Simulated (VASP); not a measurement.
VASP input:

**KPOINTS**
```
Automatic mesh
0
Gamma
12 12 12
0 0 0
```

**INCAR**
```
! general
SYSTEM   = AlN
PREC     = Accurate
ENCUT    = 520
LREAL    = .False.
LASPH    = .True.

! electronic loop
EDIFF    = 1E-7
NELM     = 100
ALGO     = Normal

! smearing
ISMEAR   = -5

! functional
GGA      = BO
LUSE_VDW = .True.
AGGAC    = 0.0
PARAM1   = 0.1833333333
PARAM2   = 0.22

! ions
ISIF     = 2

! output
LWAVE    = .False.
LCHARG   = .True.
LORBIT   = 11
NEDOS    = 601
```

File POSCAR:
```
AlN
4.3932010
  0.0000000000   0.4999999691   0.4999999691
  0.4999999691   0.0000000000   0.4999999691
  0.4999999691   0.4999999691   0.0000000000
Al N
1 1
Cartesian
  0.0000000000   0.0000000000   0.0000000000
  0.2499999845   0.2499999845   0.2499999845
```

POTCAR, in this order: Al N (PBE.64 set). Program: vasp_std.

Task: Translate this optB88-vdW calculation to Quantum ESPRESSO's pw.x.

Result: One equivalent input (not run):
```
&CONTROL
  calculation = 'scf'
  pseudo_dir = './pseudo'
  outdir = './out'
  tprnfor = .true.
  tstress = .true.
/
&SYSTEM
  ibrav = 0
  nat = 2
  ntyp = 2
  ecutwfc = 84
  occupations = 'tetrahedra'
  input_dft = 'vdw-df-obk8'
/
&ELECTRONS
  conv_thr = 7.3e-09
  electron_maxstep = 100
/
ATOMIC_SPECIES
  Al 26.982 Al.upf
  N 14.007 N.upf
CELL_PARAMETERS angstrom
     0.0000000    2.1966004    2.1966004
     2.1966004   -0.0000000    2.1966004
     2.1966004    2.1966004    0.0000000
ATOMIC_POSITIONS crystal
  Al   0.0000000  0.0000000  0.0000000
  N    0.2500000  0.2500000  0.2500000
K_POINTS automatic
  12 12 12 0 0 0
```
Limits of the translation: the potentials are each code's own (VASP's PAW set, PseudoDojo norm-conserving files in pw.x), so ENCUT and ecutwfc are chosen apart and not converted; conv_thr bounds pw.x's estimated SCF error, while EDIFF bounds the energy change between steps.

The compound is AlN in the zinc blende structure, a metastable form; wurtzite is the usual one. It was relaxed first.
